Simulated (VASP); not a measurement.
Consider the following.

```yaml
crystal:
  lattice:
    - [0.00000, 3.74168, 3.74168]
    - [3.74168, 0.00000, 3.74168]
    - [3.74168, 3.74168, 0.00000]
  atoms:
    - { symbol: K, position: [0.25000, 0.25000, 0.25000] }
    - { symbol: K, position: [0.75000, 0.75000, 0.75000] }
    - { symbol: S, position: [0.00000, 0.00000, 0.00000] }
```

Calculation: PBEsol GGA, VASP's PBE PAW potentials (set 64) (plane waves; VASP). Numerical set-up: 300 eV cut-off, 6×6×6 Γ-centred mesh, Fermi-Dirac smearing of 0.010 eV, potentials K_sv S.

Q: Give the energies of bands 10 to 15 at the high-symmetry points, in eV from the valence-band maximum.

A: 
```json
[
 {"band": "10", "Γ": "-0.17", "X": "-0.73", "U": "-0.54", "L": "-0.62", "W": "-0.38"},
 {"band": "11", "Γ": "-0.17", "X": "0.00", "U": "-0.21", "L": "-0.06", "W": "-0.38"},
 {"band": "12", "Γ": "-0.17", "X": "0.00", "U": "-0.01", "L": "-0.06", "W": "-0.02"},
 {"band": "13", "Γ": "2.21", "X": "3.41", "U": "3.63", "L": "4.57", "W": "3.62"},
 {"band": "14", "Γ": "5.41", "X": "5.17", "U": "5.32", "L": "4.80", "W": "5.63"},
 {"band": "15", "Γ": "5.41", "X": "6.39", "U": "6.13", "L": "5.72", "W": "5.63"}
]
```

The gap is indirect, 2.21 eV, from the valence maximum at X to the conduction minimum at Γ.

The structure is a typed K2S crystal. The cell was not relaxed at this level.
